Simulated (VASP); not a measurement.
**TiN (rock salt): computed properties**

These are PBE GGA, VASP's PBE PAW potentials (set 64) (plane waves; VASP) values and carry that method's errors.

```json
{
 "space_group": "Fm-3m (225)",
 "cell": "a = b = c = 4.249 Å, α = β = γ = 90.00°",
 "volume_per_atom": "9.59 Å³/atom",
 "band gap (over mesh and band path)": "none (metal, semimetal or under 0.01 eV)",
 "hill_bulk_modulus": "277 GPa",
 "hill_shear_modulus": "185 GPa",
 "Poisson's ratio": "0.227",
 "band_gap_with_spin_orbit_coupling": "none (metallic)",
 "density": "5.36 g/cm³",
 "optical Γ-point spectrum": "505 (×3) cm⁻¹",
 "C11": "559 GPa",
 "C12": "136 GPa",
 "C44": "169 GPa"
}
```

Space group Fm-3m (No. 225); a = 4.249 Å, b = 4.249 Å, c = 4.249 Å, α = 90.00°, β = 90.00°, γ = 90.00°

```csv
atom,site,symmetry,x,y,z
Ti,4a,m-3m,0.0000,0.0000,0.0000
N,4b,m-3m,0.5000,0.5000,0.5000
```
(The calculation used a cell of 2 atoms; values per cell refer to that cell.)

Measured: a 4.239 Å (computed value off by +0.2 %), as given by Guo-Xu Zhang et al., New Journal of Physics (2018), doi:10.1088/1367-2630/aac7f0. The calculation is for a static lattice, while the measured a holds thermal and zero-point effects, which are part of the difference. Finite-difference elastic constants of metals are sensitive to mesh and smearing; shear constants can be off by tens of GPa.

The compound is TiN in the rock salt structure. It was relaxed first. Symmetry was kept, so distortions that lower it aren't found. The electron count is odd and the run is not spin-polarised, which forces a metal.
